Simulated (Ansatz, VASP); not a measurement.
**BeZn3Se4 in VASP and in Ansatz**

```xyz
8
Lattice="4.0844 0.0000 0.0000 -2.0422 3.5372 0.0000 0.0000 0.0000 13.4048" Properties=species:S:1:pos:R:3 pbc="T T T"
Be    0.0000    2.3581    0.0368
Zn    0.0000    2.3581    6.7024
Zn    2.0422    1.1791    3.2417
Zn    2.0422    1.1791   10.1687
Se    0.0000    2.3581    2.3362
Se    0.0000    2.3581    9.2574
Se    2.0422    1.1791    5.7949
Se    2.0422    1.1791   12.7299
```

Alike in both runs: functional PBE; k mesh 12 × 12 × 2; occupations gaussian, width 0.02 eV; no spin polarisation.

Ansatz relaxed the structure, and its values are those at the end. VASP's run is a single point on that final structure, the one shown.

|  | VASP | Ansatz |
| --- | --- | --- |
| version | VASP 6.6.1 | Ansatz 0.2.0 |
| potentials or method | VASP PAW PBE potentials, release 64 (Be, Zn, Se) | scalar-relativistic, plane waves, PAW |
| plane-wave cutoff (eV) | 520 | 420 |
| valence electrons in the cell | 62 | 102 |

|  | VASP | Ansatz | Ansatz less VASP |
| --- | --- | --- | --- |
| gap on the k mesh at the Fermi level (eV) | 1.22 | 1.22 | +0.001 |
| least direct gap on the mesh (eV) | 1.22 | 1.22 | +0.001 |
| pressure (GPa) | -4.5 | -4.6 | -0.13 |
| rms of the force components (eV/Å) | 0.003 | 0.002 | -0.0011 |

With one functional, cell and mesh, what is left measures potentials, basis and numerics. The two sets of potentials don't hold the same shells in valence.

Expect the measured gap to be larger: semilocal functionals such as PBE lack the derivative discontinuity.
